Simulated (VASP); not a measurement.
Method: LDA (Ceperley-Alder, Perdew-Zunger), VASP's LDA PAW potentials (set 64) (plane waves; VASP).

The input files of a VASP run:

**KPOINTS**
```
K-points
0
Gamma
2 2 1
0 0 0
```

### POSCAR
```
Ba(MgSb)2
1
    4.7985400000     0.0000000000     0.0000000000
   -2.3992700000     4.1556580000     0.0000000000
    0.0000000000     0.0000000000     8.2059000000
Ba Mg Sb
1 2 2
Direct
  0.0000000000   0.0000000000   0.0000000000
  0.6666670000   0.3333330000   0.3766600000
  0.3333330000   0.6666670000   0.6233400000
  0.6666670000   0.3333330000   0.7305100000
  0.3333330000   0.6666670000   0.2694900000
```

INCAR:
```
! general
SYSTEM =Ba(MgSb)2
PREC   =Accurate
ENCUT  =300
LREAL  =F
LASPH  =T

! electronic loop
EDIFF  =1E-6
NELM   =100
ALGO   =Normal
LMAXMIX=4

! smearing
ISMEAR =0
SIGMA  =0.01

! ions
ISIF   =2

! output
LWAVE  =F
LCHARG =F
```

POTCAR, in this order: Ba_sv Mg Sb (LDA.64 set). Program: vasp_std.

The resulting files:

OUTCAR:
```
 ion  position               nearest neighbor table
   1  0.000  0.000  0.000-   4 3.54   5 3.54   4 3.54   5 3.54   4 3.54   5 3.54   2 4.15   3 4.15
                             3 4.15   2 4.15   2 4.15   3 4.15
   2  0.667  0.333  0.377-   4 2.90   5 2.91   5 2.91   5 2.91   3 3.43   3 3.43   3 3.43   1 4.15
                             1 4.15   1 4.15
   3  0.333  0.667  0.623-   5 2.90   4 2.91   4 2.91   4 2.91   2 3.43   2 3.43   2 3.43   1 4.15
                             1 4.15   1 4.15
   4  0.667  0.333  0.731-   2 2.90   3 2.91   3 2.91   3 2.91   1 3.54   1 3.54   1 3.54
   5  0.333  0.667  0.269-   3 2.90   2 2.91   2 2.91   2 2.91   1 3.54   1 3.54   1 3.54
  LATTYP: Found a hexagonal cell.
 ALAT       =     4.7985400000
 C/A-ratio  =     1.7100826501
 Subroutine PRICEL returns:
 Original cell was already a primitive cell.
 Subroutine GETGRP returns: Found 12 space group operations
The static configuration has the point symmetry D_3d.
The dynamic configuration has the point symmetry D_3d.
 Subroutine INISYM returns: Found 12 space group operations
 Subroutine IBZKPT returns following result:
 Found      2 irreducible k-points:

 Following reciprocal coordinates:
            Coordinates               Weight
  0.000000  0.000000  0.000000      1.000000
  0.500000  0.000000  0.000000      3.000000
   k-points           NKPTS =      2   k-points in BZ     NKDIM =      2   number of bands    NBANDS=     16
   number of dos      NEDOS =    301   number of ions     NIONS =      5
   total plane-waves  NPLWV =  37632
   dimension x,y,z NGX =    28 NGY =   28 NGZ =   48
   dimension x,y,z NGXF=    56 NGYF=   56 NGZF=   96
   ions per type =               1   2   2
   PREC   = accura    normal or accurate (medium, high low for compatibility)
   ISTART =      0    job   : 0-new  1-cont  2-samecut
   ICHARG =      2    charge: 1-file 2-atom 10-const
   ISPIN  =      1    spin polarized calculation?
   LNONCOLLINEAR =      F non collinear calculations
   LSORBIT =      F    spin-orbit coupling
   INIWAV =      1    electr: 0-lowe 1-rand  2-diag
   ENCUT  =  300.0 eV  22.05 Ry    4.70 a.u.   6.78  6.78 11.59*2*pi/ulx,y,z
   NELM   =    100;   NELMIN=  2; NELMDL= -5     # of ELM steps
...
```

OSZICAR:
```
       N       E                     dE             d eps       ncg     rms          rms(c)
DAV:   1     0.868707149941E+02    0.86871E+02   -0.63964E+03    64   0.766E+02
DAV:   2    -0.126906568558E+02   -0.99561E+02   -0.98929E+02    80   0.155E+02
DAV:   3    -0.192180159866E+02   -0.65274E+01   -0.59386E+01    80   0.428E+01
DAV:   4    -0.193515614987E+02   -0.13355E+00   -0.13343E+00    88   0.680E+00
DAV:   5    -0.193619033081E+02   -0.10342E-01   -0.10341E-01    96   0.126E+00    0.564E+00
DAV:   6    -0.185407437916E+02    0.82116E+00   -0.15638E+00    72   0.443E+00    0.342E+00
DAV:   7    -0.183872006249E+02    0.15354E+00   -0.86378E-01    72   0.340E+00    0.122E+00
DAV:   8    -0.183814975813E+02    0.57030E-02   -0.88590E-02    80   0.132E+00    0.132E-01
DAV:   9    -0.183804397835E+02    0.10578E-02   -0.13224E-02    80   0.469E-01    0.759E-02
DAV:  10    -0.183804216667E+02    0.18117E-04   -0.77700E-04    96   0.133E-01    0.369E-02
DAV:  11    -0.183804565594E+02   -0.34893E-04   -0.70199E-05    80   0.436E-02    0.977E-03
DAV:  12    -0.183804576025E+02   -0.10431E-05   -0.13808E-05    88   0.155E-02    0.417E-03
DAV:  13    -0.183804580015E+02   -0.39902E-06   -0.23161E-06    80   0.829E-03
   1 F= -.18380458E+02 E0= -.18380458E+02  d E =-.898779E-42
```

### OUTCAR
```
------------------------ aborting loop because EDIFF is reached ----------------------------------------
  FORCE on cell =-STRESS in cart. coord.  units (eV):
  Direction    XX          YY          ZZ          XY          YZ          ZX
  --------------------------------------------------------------------------------------
  Total       -0.0622640     -0.0622640     -4.8039829      0.0000000     -0.0000000     -0.0000000
  in kB       -0.6096387     -0.6096388    -47.0367053      0.0000000     -0.0000000     -0.0000000
  external PRESSURE =     -16.0853276 kB  Pullay stress =       0.0000000 kB
  volume of cell :      163.63
      direct lattice vectors                 reciprocal lattice vectors
     4.798540000  0.000000000  0.000000000     0.208396721  0.120317889  0.000000000
    -2.399270000  4.155658000  0.000000000     0.000000000  0.240635779  0.000000000
     0.000000000  0.000000000  8.205900000     0.000000000  0.000000000  0.121863537
 POSITION                                       TOTAL-FORCE (eV/Angst)
 -----------------------------------------------------------------------------------
      0.00000      0.00000      0.00000         0.000000      0.000000      0.000000
      2.39927      1.38522      3.09083         0.000000     -0.000000      0.042567
     -0.00000      2.77044      5.11507         0.000000      0.000000     -0.042567
      2.39927      1.38522      5.99449        -0.000000     -0.000000      0.085225
     -0.00000      2.77044      2.21141         0.000000      0.000000     -0.085225
 -----------------------------------------------------------------------------------
    total drift:                               -0.000000     -0.000000      0.000000
  FREE ENERGIE OF THE ION-ELECTRON SYSTEM (eV)
  ---------------------------------------------------
  free  energy   TOTEN  =       -18.3804580015 eV

  energy  without entropy=      -18.3804580015  energy(sigma->0) =      -18.38045800
```
(Selected blocks of OUTCAR.)

At this cut-off the stress carries a Pulay error, which pulls relaxed volumes low.

The structure comes from a computed database's BaMg2Sb2 entry (P-3m1); how it stands against other phases isn't given here. The cell was not relaxed at this level. The k-mesh is coarse (spacing up to 0.77 per Å, 2π included), so the numbers may not be converged in it. The run is one of a series of settings (KPOINTS 2×2×1 Γ-centred mesh against the base run), some of them coarse on purpose.
